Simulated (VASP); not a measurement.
Data:

```yaml
crystal:
  lattice:
    - [0.00000, 2.27332, 2.27332]
    - [2.27332, 0.00000, 2.27332]
    - [2.27332, 2.27332, 0.00000]
  atoms:
    - { symbol: B, position: [0.00000, 0.00000, 0.00000] }
    - { symbol: P, position: [0.25000, 0.25000, 0.25000] }
```

Calculation: PBE0 hybrid, VASP's PBE PAW potentials (set 64) (plane waves; VASP 6.6.1). Numerical set-up: 400 eV cut-off, 8×8×8 Γ-centred mesh, Gaussian smearing of 0.010 eV, potentials B P.

At this cut-off the stress carries a Pulay error, which pulls relaxed volumes low.

Question: Give the stress tensor in GPa (positive for a compressed cell).

Answer: 
```
-3.16   0.00   0.00
 0.00  -3.16   0.00
 0.00   0.00  -3.16
```
The pressure is its mean diagonal, -3.16 GPa.

The structure comes from a computed database's BP entry; how it stands against other phases isn't given here. The cell was not relaxed at this level.
